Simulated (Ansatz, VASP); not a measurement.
# Ni (zigzag Ni chain) in two plane-wave programs, part 2 of 2

One calculation is typed for both programs; each brings its own data sets. How far apart do they land? The cell is taken from a series of runs on this material, whose earlier steps may have relaxed, scaled, displaced or heated it; both programs get it as it stands.

VASP 6.6.1 and Ansatz 0.2.0.

So far: Starting point; Ansatz: relaxation of the atoms, PBE; VASP: relaxation of the atoms, PBE.

### Step 4. Comparison

Known differences besides the potentials themselves: VASP starts from the moments at which Ansatz ended; the data sets hold 36 valence electrons in Ansatz (on its default PAW (the set named soft_2) files) and 20 in VASP; the cutoff is 420 eV in Ansatz and 520 eV in VASP; site moments are counted in spheres of each program's own size. Total energies have different zeros and are not compared.

Compared:

| quantity | Ansatz | VASP | difference |
| --- | --- | --- | --- |
| volume (Å³) | 155.76 | 155.76 | +0.00 % |
| edge a after relaxation, in the typed setting (Å) | 9.000 | 9.000 | +0.00 % |
| edge b after relaxation, in the typed setting (Å) | 7.500 | 7.500 | +0.00 % |
| edge c after relaxation, in the typed setting (Å) | 2.308 | 2.308 | +0.00 % |
| total moment (μB) | 1.86 | 1.85 | +0.01 |
| moment on Ni1 (μB) | 0.92 | 0.90 | +0.02 |
| moment on Ni2 (μB) | 0.92 | 0.90 | +0.02 |

### Step 5. Ansatz: single point, PBE, pair 2

With cell and atoms fixed, the geometry can't cause a difference; cores, projectors, grids and the points listed under the comparison can.

The cell is taken from a series of runs on this material, whose earlier steps may have relaxed, scaled, displaced or heated it; both programs get it as it stands.

input.yaml

```yaml
crystal:
  lattice:
    - [9.0, 0.0, 0.0]
    - [0.0, 7.5, 0.0]
    - [0.0, 0.0, 2.0306209538]
  atoms:
    - { symbol: Ni, position: [0.3800965087, 0.5, 0.0], spin: 0.87 }
    - { symbol: Ni, position: [0.6199034913, 0.5, 0.5], spin: 0.87 }
magnetization:
  spin_polarized: true
kpoints:
  mp_grid: { grid: [1, 1, 40] }
scf:
  occupations: { method: fermi_dirac, width: 0.05 }
hamiltonian:
  xc: pbe
output:
  transmission:
    e_range: [-2, 2]
    de: 0.035
    kmesh: [1, 1]
    reduced_basis: true
    leads: [[0, 0]]
  stress: true
```

Run with:

```bash
$ ansatz run input.yaml --threads 4 --pin off --max-ram 8192MiB --backend cpu --events-out ev --progress --plain --runs-dir out
```

Numbers of over 12 decimals in the logs are rounded to 6 here.

The log of the run:

```text
[...]
Crystal: 2 atoms, lattice volume = 137.067 Å³
Basis set: ecut = 420 eV, 2693 PW (Γ)
Bands: 23, of which v1, the nominal top of the filled ones, is band 18 counted from 1 (17 counted from 0)
Symmetry: 8 space group operations
[...]
k-points: 21 of 40
[...]
Starting moments: Σ|m| = 1.74 μB on 2 of 2 sites
[...]
crystal 0  : Ni2, at the sites [0, 0], period 2.0306 Å: whole cells are its period
    offset         : up to 0.0000 Å between an atom of the period and one for which it stands
    filled         : 8.9 meV over the level at which it is neutral
    channels       : 2.000000e0 up, 8.000000e0 down
    conductance    : 5.2644e14 S/m² at 300 K; may be off by some 0.0 % by where its bands' edges are placed, 0.9 % from the distance to neutral
[key lines of the parts left out:]
SCF converged after 11 iterations
Magnetization: 1.7477 μB (18.8738 up, 17.1262 down)
Free energy (F): -11674.879683 eV
Fermi energy:    -1.178623 eV
P = ⅓ Tr σ = 3.7146 GPa (37.146 kbar)
```

### Step 6. VASP: single point, PBE, pair 2

The same cell, functional, mesh and smearing now go to VASP, with its own data sets.

INCAR

```
SYSTEM = Ni
PREC = Accurate
ENCUT = 600
EDIFF = 1E-06
NELM = 200
ISMEAR = -1
SIGMA = 0.05
LREAL = .FALSE.
ALGO = Normal
GGA = PE
NBANDS = 19
ISPIN = 2
MAGMOM = 0.87 0.87
LASPH = .TRUE.
LMAXMIX = 4
LORBIT = 11
LWAVE = .FALSE.
LCHARG = .FALSE.
ISIF = 2
GGA_COMPAT = .FALSE.
KPAR = 2
```

POSCAR

```
Ni
1.0
    9.0000000000      0.0000000000      0.0000000000
    0.0000000000      7.5000000000      0.0000000000
    0.0000000000      0.0000000000      2.0306209538
Ni
2
Direct
    0.3800965087      0.5000000000      1.0000000000
    0.6199034913      0.5000000000      0.5000000000
```

KPOINTS

```
Automatic mesh
0
Gamma
1 1 40
0 0 0
```

Potentials, in the order of the species: Ni (PBE family, release 64).

Run with:

```bash
$ mpirun -np 2 vasp_std
```

The log of the run:

```text
[... set-up lines as in an earlier step ...]
 entering main loop
       N       E                     dE             d eps       ncg     rms          rms(c)
DAV:   1     0.108879390112E+03    0.10888E+03   -0.81139E+03  1596   0.961E+02
DAV:   2    -0.291988693062E+01   -0.11180E+03   -0.10316E+03  1623   0.204E+02
DAV:   3    -0.726242380690E+01   -0.43425E+01   -0.42784E+01  1882   0.534E+01
DAV:   4    -0.731385892975E+01   -0.51435E-01   -0.51420E-01  1916   0.656E+00
[...]
DAV:  20    -0.641917852810E+01   -0.12962E-04   -0.16733E-06  1556   0.943E-03    0.231E-03
DAV:  21    -0.641918153333E+01   -0.30052E-05   -0.49003E-07  1406   0.548E-03    0.108E-03
DAV:  22    -0.641918201105E+01   -0.47772E-06   -0.13680E-07  1364   0.257E-03
   1 F= -.64191820E+01 E0= -.63982840E+01  d E =-.417959E-01  mag=     1.7302
```

OUTCAR, selected parts (step 6):

```text
  Total        0.0986597     -0.1193287      9.3493230      0.0000000      0.0000000      0.0000000
  in kB        1.1532343     -1.3948345    109.2843849      0.0000000      0.0000000      0.0000000
  external PRESSURE =      36.3475949 kB  Pullay stress =       0.0000000 kB

 POSITION                                       TOTAL-FORCE (eV/Angst)
 -----------------------------------------------------------------------------------
      3.42087      3.75000      0.00000        -0.001196      0.000000      0.000000
      5.57913      3.75000      1.01531         0.001196      0.000000      0.000000
 -----------------------------------------------------------------------------------
    total drift:                                0.000000      0.000000      0.000000

  FREE ENERGIE OF THE ION-ELECTRON SYSTEM (eV)
  ---------------------------------------------------
  free  energy   TOTEN  =        -6.4191820110 eV

  energy  without entropy=       -6.3773860761  energy(sigma->0) =       -6.39828404

 magnetization (x)
# of ion       s       p       d       tot
------------------------------------------
    1        0.009  -0.006   0.864   0.867
    2        0.009  -0.006   0.864   0.867
--------------------------------------------------
tot          0.018  -0.012   1.728   1.734

[... 3 further parts left out ...]
[key lines of the parts left out:]
E-fermi :  -2.5624
```

### Step 7. Differences

What differs besides the data sets and the points named for the pairs above, as far as they apply: the data sets hold 36 valence electrons in Ansatz (on its default PAW (the set named soft_2) files) and 20 in VASP; the cutoff is 420 eV in Ansatz and 600 eV in VASP. Total energies have different zeros and are not compared.

The two programs side by side:

| quantity | Ansatz | VASP | difference |
| --- | --- | --- | --- |
| pressure (GPa) | 3.71 | 3.63 | +0.08 |
| total moment (μB) | 1.75 | 1.73 | +0.02 |
| moment on Ni1 (μB) | 0.87 | 0.87 | +0.01 |
| moment on Ni2 (μB) | 0.87 | 0.87 | +0.01 |

### Step 8. Ansatz: single point, PBE, pair 3

With cell and atoms fixed, the geometry can't cause a difference; cores, projectors, grids and the points listed under the comparison can. The cell compared in this pair holds 143.30 Å³, against 137.07 Å³ for the pair before.

The cell is taken from a series of runs on this material, whose earlier steps may have relaxed, scaled, displaced or heated it; both programs get it as it stands.

input.yaml, the sections that differ from step 5:

```yaml
crystal:
  lattice:
    - [9.0, 0.0, 0.0]
    - [0.0, 7.5, 0.0]
    - [0.0, 0.0, 2.1229219062]
  atoms:
    - { symbol: Ni, position: [0.3834642703, 0.5, 0.0], spin: 0.89 }
    - { symbol: Ni, position: [0.6165357297, 0.5, 0.5], spin: 0.89 }
kpoints:
  mp_grid: { grid: [1, 1, 38] }
# magnetization, scf, hamiltonian, output: as in step 5
```

Run with:

```bash
$ ansatz run input.yaml --threads 4 --pin off --max-ram 8192MiB --backend cpu --events-out ev --progress --plain --runs-dir out
```

The log of the run:

```text
[...]
Crystal: 2 atoms, lattice volume = 143.297 Å³
Basis set: ecut = 420 eV, 2833 PW (Γ)
Bands: 23, of which v1, the nominal top of the filled ones, is band 18 counted from 1 (17 counted from 0)
Symmetry: 8 space group operations
[...]
k-points: 20 of 38
[...]
Starting moments: Σ|m| = 1.78 μB on 2 of 2 sites
[...]
--- Transmission ---
  basis      : 595 plane waves across, 3 finite elements along
  points     : 1, standing for a mesh of 1 x 1
[...]
crystal 0  : Ni2, at the sites [0, 0], period 2.1229 Å: whole cells are its period
[...]
filled         : 8.8 meV under the level at which it is neutral
    channels       : 2.000000e0 up, 7.000000e0 down
[...]
[key lines of the parts left out:]
SCF converged after 12 iterations
Magnetization: 1.7850 μB (18.8925 up, 17.1075 down)
Free energy (F): -11675.199905 eV
Fermi energy:    -1.256788 eV
P = ⅓ Tr σ = 1.9613 GPa (19.613 kbar)
```

### Step 9. VASP: single point, PBE, pair 3

The same cell, functional, mesh and smearing now go to VASP, with its own data sets.

INCAR, as its differences from that of step 6:

```diff
@@ -12,3 +12,3 @@
 ISPIN = 2
-MAGMOM = 0.87 0.87
+MAGMOM = 0.89 0.89
 LASPH = .TRUE.
```

POSCAR

```
Ni
1.0
    9.0000000000      0.0000000000      0.0000000000
    0.0000000000      7.5000000000      0.0000000000
    0.0000000000      0.0000000000      2.1229219062
Ni
2
Direct
    0.3834642703      0.5000000000      1.0000000000
    0.6165357297      0.5000000000      0.5000000000
```

KPOINTS

```
Automatic mesh
0
Gamma
1 1 38
0 0 0
```

Run with:

```bash
$ mpirun -np 2 vasp_std
```

The log of the run:

```text
[... set-up lines as in an earlier step ...]
 entering main loop
       N       E                     dE             d eps       ncg     rms          rms(c)
DAV:   1     0.107314641527E+03    0.10731E+03   -0.79992E+03  1520   0.949E+02
DAV:   2    -0.349059190550E+01   -0.11081E+03   -0.10210E+03  1555   0.204E+02
DAV:   3    -0.761313464462E+01   -0.41225E+01   -0.40705E+01  1816   0.521E+01
DAV:   4    -0.766016225629E+01   -0.47028E-01   -0.47014E-01  1835   0.633E+00
[...]
DAV:  20    -0.673675721090E+01   -0.11359E-04   -0.16484E-06  1518   0.104E-02    0.197E-03
DAV:  21    -0.673676070619E+01   -0.34953E-05   -0.53062E-07  1364   0.459E-03    0.137E-03
DAV:  22    -0.673676166610E+01   -0.95991E-06   -0.20555E-07  1324   0.311E-03
   1 F= -.67367617E+01 E0= -.67152974E+01  d E =-.429286E-01  mag=     1.7491
```

Parts of OUTCAR (step 9):

```text
  Total        0.0620261     -0.1213570      5.2549227      0.0000000      0.0000000      0.0000000
  in kB        0.6935015     -1.3568685     58.7542276      0.0000000      0.0000000      0.0000000
  external PRESSURE =      19.3636202 kB  Pullay stress =       0.0000000 kB

 POSITION                                       TOTAL-FORCE (eV/Angst)
 -----------------------------------------------------------------------------------
      3.45118      3.75000      0.00000         0.008849      0.000000      0.000000
      5.54882      3.75000      1.06146        -0.008849      0.000000      0.000000
 -----------------------------------------------------------------------------------
    total drift:                                0.000000      0.000000     -0.000000

  FREE ENERGIE OF THE ION-ELECTRON SYSTEM (eV)
  ---------------------------------------------------
  free  energy   TOTEN  =        -6.7367616661 eV

  energy  without entropy=       -6.6938330926  energy(sigma->0) =       -6.71529738

 magnetization (x)
# of ion       s       p       d       tot
------------------------------------------
    1        0.006  -0.009   0.876   0.872
    2        0.006  -0.009   0.876   0.872
--------------------------------------------------
tot          0.012  -0.018   1.751   1.745

[... 3 further parts left out ...]
[key lines of the parts left out:]
E-fermi :  -2.5754
```

### Step 10. Differences

What differs besides the data sets and the points named for the pairs above, as far as they apply: the data sets hold 36 valence electrons in Ansatz (on its default PAW (the set named soft_2) files) and 20 in VASP. Total energies have different zeros and are not compared.

The two programs side by side:

| quantity | Ansatz | VASP | difference |
| --- | --- | --- | --- |
| pressure (GPa) | 1.96 | 1.94 | +0.02 |
| total moment (μB) | 1.78 | 1.75 | +0.04 |
| moment on Ni1 (μB) | 0.89 | 0.87 | +0.02 |
| moment on Ni2 (μB) | 0.89 | 0.87 | +0.02 |

### Step 11. What came out

```json
{
  "difference in total moment (relaxation of the atoms, PBE)": "0.014 μB",
  "difference in total moment (single point, PBE, pair 2)": "0.017 μB",
  "difference in total moment (single point, PBE, pair 3)": "0.036 μB"
}
```

The difference in total moment is 0.014 μB (relaxation of the atoms, PBE). The data sets hold unlike numbers of valence electrons (36 in Ansatz and 20 in VASP), so part of the differences comes from the potentials. 5 further runs of this series are not shown here. Such differences can come from data sets, numerical settings and the points named under the comparisons, not from the functional's error against experiment.

[Lines on the potential files, build, host, timing and source positions are cut from VASP's logs without a mark.]

[Logs are printed without paths, hosts, clocks, repeated set-up lines and the standing remarks that a program may print on its own settings, such as how far it seeks lower states.]

[Hosts, paths, dates, database ids (printed as entryN), source tags and the programs' standing remarks are cut or masked in the printed files.]
